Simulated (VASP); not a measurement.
A cell of BN (hex) near equilibrium:

```
BN
1.0
    1.25105    -2.16688     0.00000
    1.25105     2.16688     0.00000
    0.00000     0.00000     6.71680
B N
2 2
Direct
  0.33333   0.66667   0.25000
  0.66667   0.33333   0.75000
  0.66667   0.33333   0.25000
  0.33333   0.66667   0.75000
```

The numbers are results of r2SCAN meta-GGA, VASP's PBE PAW potentials (set 64) (plane waves; VASP 6.6.1), not measurements.

```
run               ΔE (meV/atom)    σxx    σyy   σzz  largest shear component, with its sign (GPa)
----------------  -------------  -----  -----  ----  --------------------------------------------
as it is                    0.0   0.20   0.20  0.46                                          0.00
after one change           47.4  10.18  41.30  2.02                                          0.00
```
Stress is in GPa, positive when the cell is compressed.

Question: Which change was made?
A. isotropic strain of +2.0 %
B. biaxial strain of -4.0 % in the yz plane with the ions relaxed
C. biaxial strain of +4.0 % in the yz plane
D. biaxial strain of -2.0 % in the yz plane

Answer: B, biaxial strain of -4.0 % in the yz plane with the ions relaxed

The compound is BN in the hex structure.
